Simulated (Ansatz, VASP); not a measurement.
**Mg2NCl in two plane-wave programs**

Wanted: the spread between two codes on one cell, functional and k mesh. The cell is taken from a series of runs on this material, whose earlier steps may have relaxed, scaled, displaced or heated it; both programs get it as it stands.

Main program and level: Ansatz 0.2.0; plane waves, with VASP 6.6.1 beside it; relaxation of cell and atoms at PBEsol and zone-centre phonons at PBEsol.

## Step 1: The starting structure

The structure is trigonal, space group R-3m (No. 166). The conventional cell has a = 3.287 Å, b = 3.287 Å, c = 17.796 Å, α = 90.00°, β = 90.00°, γ = 120.00°. Mg has 3 N at 2.15 Å and 3 Cl at 2.73 Å and 3 Mg at 2.77 Å nearest. N has 6 Mg at 2.15 Å nearest. Cl has 6 Mg at 2.73 Å nearest. Farther neighbours and most contacts between anions are not listed.

Structure file:

```cif
data_structure
_symmetry_space_group_name_H-M 'R-3m:H'
_symmetry_Int_Tables_number 166
_cell_length_a 3.2870
_cell_length_b 3.2870
_cell_length_c 17.7958
_cell_angle_alpha 90.000
_cell_angle_beta 90.000
_cell_angle_gamma 120.000
_cell_volume 166.51
loop_
_atom_site_label
_atom_site_type_symbol
_atom_site_symmetry_multiplicity
_atom_site_Wyckoff_symbol
_atom_site_fract_x
_atom_site_fract_y
_atom_site_fract_z
_atom_site_occupancy
Mg1 Mg 6 c 0.00000 0.00000 0.22320 1
N1 N 3 b 0.33333 0.66667 0.16667 1
Cl1 Cl 3 a 0.00000 0.00000 0.00000 1
```

## Step 2: VASP: relaxation of cell and atoms, PBEsol

The relaxed volume is the usual yardstick between codes: in a stiff, nearly cubic crystal its relative difference is about their pressure difference at one cell divided by the bulk modulus.

Lines of VASP's logs that name or quote its potential files are left out, and so is its time.

INCAR

```
SYSTEM = Mg2NCl
PREC = Accurate
ENCUT = 600
EDIFF = 1E-07
NELM = 120
ISMEAR = 0
SIGMA = 0.01
LREAL = .FALSE.
ALGO = Normal
GGA = PS
NBANDS = 14
LORBIT = 11
LWAVE = .FALSE.
LCHARG = .FALSE.
ISIF = 3
IBRION = 2
NSW = 80
EDIFFG = -0.005
LASPH = .TRUE.
GGA_COMPAT = .FALSE.
NELMIN = 4
EFERMI = MIDGAP
KPAR = 2
```

POSCAR

```
Mg2NCl
1.0
    1.6434970000      0.9488730000      5.9319320000
   -1.6434970000      0.9488730000      5.9319320000
    0.0000000000     -1.8977470000      5.9319320000
Mg N Cl
2 1 1
Direct
    0.2231994398      0.2231994398      0.2231993222
    0.7768007359      0.7768007359      0.7768003265
    0.5000000878      0.5000000878      0.4999998244
    0.0000000000      0.0000000000      0.0000000000
```

KPOINTS

```
Automatic mesh
0
Gamma
9 9 9
0 0 0
```

The projector-augmented-wave data sets are Mg, N and Cl (PBE family, release 64).

On the command line:

```
$ mpirun -np 2 vasp_std
```

Numbers of over 12 decimals in the logs are rounded to 6 here.

The log of the run:

```text
[banner, memory and clock lines left out]
running    2 mpi-ranks, on    1 nodes
 distrk:  each k-point on    1 cores,    2 groups
 distr:  one band on    1 cores,    1 groups

 POSCAR found type information on POSCAR MgN Cl
 POSCAR found :  3 types and       4 ions
|                                                                             |
|               ----> ADVICE to this user running VASP <----                  |
|                                                                             |
|     You enforced a specific xc type in the INCAR file but a different       |
|     [... a line on the potential file left out ...]
|     I HOPE YOU KNOW WHAT YOU ARE DOING!                                     |
|                                                                             |

 LDA part: xc-table for (Slater+PW92), standard interpolation
 POSCAR, INCAR and KPOINTS ok, starting setup
 FFT: planning ... GRIDC
 FFT: planning ... GRID_SOFT
 FFT: planning ... GRID
 WAVECAR not read
 entering main loop
       N       E                     dE             d eps       ncg     rms          rms(c)
DAV:   1     0.626889567134E+02    0.62689E+02   -0.72978E+03  2380   0.109E+03
DAV:   2    -0.169697107290E+02   -0.79659E+02   -0.71469E+02  3408   0.189E+02
DAV:   3    -0.224724233030E+02   -0.55027E+01   -0.54657E+01  3178   0.527E+01
DAV:   4    -0.225172343110E+02   -0.44811E-01   -0.44800E-01  2794   0.535E+00
DAV:   5    -0.225176817205E+02   -0.44741E-03   -0.44738E-03  3166   0.532E-01    0.927E+00
DAV:   6    -0.191270846413E+02    0.33906E+01   -0.83276E+00  3036   0.257E+01    0.380E+00
DAV:   7    -0.190916090431E+02    0.35476E-01   -0.10918E+00  2716   0.646E+00    0.300E+00
DAV:   8    -0.189966928326E+02    0.94916E-01   -0.61704E-01  3058   0.546E+00    0.166E+00
DAV:   9    -0.189555408659E+02    0.41152E-01   -0.17796E-01  3040   0.269E+00    0.403E-01
DAV:  10    -0.189559256271E+02   -0.38476E-03   -0.90278E-03  2824   0.672E-01    0.195E-01
DAV:  11    -0.189554044723E+02    0.52115E-03   -0.10087E-03  3108   0.296E-01    0.581E-02
DAV:  12    -0.189554094963E+02   -0.50240E-05   -0.95772E-05  2758   0.744E-02    0.316E-02
DAV:  13    -0.189553932243E+02    0.16272E-04   -0.61071E-05  3094   0.498E-02    0.529E-03
DAV:  14    -0.189553932863E+02   -0.62041E-07   -0.36708E-06  2800   0.151E-02    0.290E-03
DAV:  15    -0.189553932083E+02    0.77966E-07   -0.32521E-07  3004   0.404E-03
   1 F= -.18955393E+02 E0= -.18955393E+02  d E =-.189554E+02
 curvature:   0.00 expect dE= 0.000E+00 dE for cont linesearch  0.000E+00
 trial: gam= 0.00000 g(F)=  0.206E-03 g(S)=  0.296E-03 ort = 0.000E+00 (trialstep = 0.100E+01)
 search vector abs. value=  0.502E-03
 bond charge predicted
       N       E                     dE             d eps       ncg     rms          rms(c)
DAV:   1    -0.189562704675E+02   -0.87718E-03   -0.13042E-02  2488   0.865E-01    0.171E-01
DAV:   2    -0.189556245512E+02    0.64592E-03   -0.15994E-03  2782   0.275E-01    0.435E-02
DAV:   3    -0.189555765411E+02    0.48010E-04   -0.15666E-04  2878   0.922E-02    0.254E-02
DAV:   4    -0.189555738377E+02    0.27034E-05   -0.86125E-06  2872   0.206E-02    0.200E-02
DAV:   5    -0.189555749555E+02   -0.11178E-05   -0.25165E-06  3022   0.129E-02    0.296E-03
DAV:   6    -0.189555746940E+02    0.26148E-06   -0.35880E-07  2992   0.494E-03    0.125E-03
DAV:   7    -0.189555746942E+02   -0.13085E-09   -0.56849E-08  1526   0.174E-03
   2 F= -.18955575E+02 E0= -.18955575E+02  d E =-.181486E-03
 trial-energy change:   -0.000181  1 .order   -0.000177   -0.000502    0.000148
 step:   0.7793(harm=  0.7721)  dis= 0.00174  next Energy=   -18.955591 (dE=-0.198E-03)
 bond charge predicted
       N       E                     dE             d eps       ncg     rms          rms(c)
DAV:   1    -0.189556252022E+02   -0.50508E-04   -0.63483E-04  2518   0.190E-01    0.377E-02
DAV:   2    -0.189555941422E+02    0.31060E-04   -0.78304E-05  2746   0.608E-02    0.958E-03
DAV:   3    -0.189555916933E+02    0.24489E-05   -0.74966E-06  2854   0.203E-02    0.557E-03
DAV:   4    -0.189555912318E+02    0.46143E-06   -0.42268E-07  2830   0.455E-03    0.441E-03
DAV:   5    -0.189555906354E+02    0.59644E-06   -0.12222E-07  2944   0.284E-03    0.664E-04
DAV:   6    -0.189555906681E+02   -0.32692E-07   -0.15999E-08  1316   0.109E-03
   3 F= -.18955591E+02 E0= -.18955591E+02  d E =-.197460E-03
 curvature:  -0.39 expect dE=-0.135E-05 dE for cont linesearch -0.162E-07
 trial: gam= 0.01615 g(F)=  0.352E-06 g(S)=  0.316E-05 ort =-0.460E-05 (trialstep = 0.956E+00)
 search vector abs. value=  0.349E-05
 reached required accuracy - stopping structural energy minimisation
```

From OUTCAR (step 2):

```text
ion  position               nearest neighbor table
   1  0.223  0.223  0.223-   3 2.15   3 2.15   3 2.15   4 2.73   4 2.73   4 2.73   2 2.77   2 2.77
                             2 2.77
   2  0.777  0.777  0.777-   3 2.15   3 2.15   3 2.15   4 2.73   4 2.73   4 2.73   1 2.77   1 2.77
                             1 2.77
   3  0.500  0.500  0.500-   2 2.15   2 2.15   1 2.15   1 2.15   1 2.15   2 2.15
   4  0.000  0.000  0.000-   2 2.73   1 2.73   1 2.73   1 2.73   2 2.73   2 2.73

  LATTYP: Found a trigonal (rhomboedric) cell.
 ALAT       =     6.2281024086
 COS(alpha) =     0.8607303972

 Subroutine GETGRP returns: Found 12 space group operations
 (whereof 12 operations were pure point group operations)

The static configuration has the point symmetry D_3d.

 Found     85 irreducible k-points:

   k-points           NKPTS =     85   k-points in BZ     NKDIM =     85   number of bands    NBANDS=     14

   dimension x,y,z NGX =    50 NGY =   50 NGZ =   50
   dimension x,y,z NGXF=   100 NGYF=  100 NGZF=  100

   ENCUT  =  600.0 eV  44.10 Ry    6.64 a.u.  12.44 12.44 12.44*2*pi/ulx,y,z

   NELECT =      16.0000    total number of electrons

 k-points in reciprocal lattice and weights: Automatic mesh
   0.00000000  0.00000000  0.00000000       0.001
   0.11111111  0.00000000  0.00000000       0.008
   0.22222222 -0.00000000 -0.00000000       0.008
   0.33333333 -0.00000000  0.00000000       0.008
   0.44444444 -0.00000000 -0.00000000       0.008
   0.11111111  0.11111111  0.00000000       0.008
   0.22222222  0.11111111  0.00000000       0.016
   0.33333333  0.11111111  0.00000000       0.016
   0.44444444  0.11111111 -0.00000000       0.016
[...]
0.44444444  0.44444444  0.44444444       0.003
  -0.44444444  0.44444444  0.44444444       0.008

 average (electrostatic) potential at core
       1 -35.5141       2 -35.5141       3 -61.8609       4 -92.0791

 E-fermi :   5.4305

 k-point     1 :       0.0000    0.0000    0.0000
  band No.  band energies     occupation
    ...
      4       1.8472      2.00000
      5       1.8472      2.00000
      6       3.2231      2.00000
      7       4.2494      2.00000
      8       4.2494      2.00000
      9       6.6115      0.00000
     10       9.5457      0.00000
     11      12.8738      0.00000
     12      13.1373      0.00000
     13      13.6726      0.00000
    ...

 k-point     2 :       0.1111    0.0000    0.0000
  band No.  band energies     occupation
    ...
      4       1.2330      2.00000
      5       1.7331      2.00000
      6       3.1971      2.00000
      7       3.5222      2.00000
      8       4.1409      2.00000
      9       7.2859      0.00000
     10      10.1673      0.00000
     11      12.0650      0.00000
     12      13.0611      0.00000
     13      13.3539      0.00000
    ...

 k-point     3 :       0.2222   -0.0000   -0.0000
  band No.  band energies     occupation
    ...
      4      -0.0308      2.00000
      5       1.4635      2.00000
      6       2.2111      2.00000
      7       3.1429      2.00000
      8       3.8857      2.00000
      9       8.4006      0.00000
     10      10.3789      0.00000
     11      11.4941      0.00000
     12      11.7525      0.00000
     13      12.9670      0.00000
    ...

  Total        0.0109683      0.0109683     -0.0046158      0.0000000      0.0000000      0.0000000
  in kB        0.3173993      0.3173993     -0.1335726      0.0000000      0.0000000      0.0000000
  external PRESSURE =       0.1670753 kB  Pullay stress =       0.0000000 kB

  energy-cutoff  :      600.00
  volume of cell :       55.37
      direct lattice vectors                 reciprocal lattice vectors
     1.642352665  0.948212318  5.925438886     0.304441312  0.175769292  0.056254633
    -1.642352665  0.948212318  5.925438886    -0.304441312  0.175769292  0.056254633
    -0.000000000 -1.896425635  5.925438886     0.000000000 -0.351538585  0.056254604

 POSITION                                       TOTAL-FORCE (eV/Angst)
 -----------------------------------------------------------------------------------
     -0.00000      0.00000      3.96593         0.000000      0.000000     -0.001910
     -0.00000      0.00000     13.81039         0.000000     -0.000000      0.001910
     -0.00000      0.00000      8.88816        -0.000000     -0.000000      0.000000
      0.00000      0.00000      0.00000         0.000000     -0.000000      0.000000
 -----------------------------------------------------------------------------------
    total drift:                                0.000000     -0.000320      0.000000

  FREE ENERGIE OF THE ION-ELECTRON SYSTEM (eV)
  ---------------------------------------------------
  free  energy   TOTEN  =       -18.9555906681 eV

  energy  without entropy=      -18.9555906681  energy(sigma->0) =      -18.95559067

 reached required accuracy - stopping structural energy minimisation

 total charge
# of ion       s       p       d       tot
------------------------------------------
    1        0.164   0.163   0.058   0.385
    2        0.164   0.163   0.058   0.385
    3        1.212   2.462   0.000   3.674
    4        1.588   3.560   0.000   5.148
--------------------------------------------------
tot          3.128   6.347   0.116   9.591

[... 3 further parts left out ...]
```

CONTCAR:

```
Mg2NCl
   1.00000000000000
     1.6423526645162054    0.9482123184104719    5.9254388860219072
    -1.6423526645162054    0.9482123184104719    5.9254388860219072
    -0.0000000000000000   -1.8964256350300595    5.9254388858468143
  Mg              N               Cl
     2     1     1
Direct
     0.2231018392661425    0.2231018392661425    0.2231017216661600
     0.7768983364338525    0.7768983364338525    0.7768979270338447
     0.5000000877999966    0.5000000877999966    0.4999998243999997
     0.0000000000000000    0.0000000000000000    0.0000000000000000
```

[end of part 1 of 2]

[Lines on the potential files, build, host, timing and source positions are cut from VASP's logs without a mark.]

[Logs are printed without paths, hosts, clocks, repeated set-up lines and the standing remarks that a program may print on its own settings, such as how far it seeks lower states.]

[Hosts, paths, dates, database ids (printed as entryN), source tags and the programs' standing remarks are cut or masked in the printed files.]
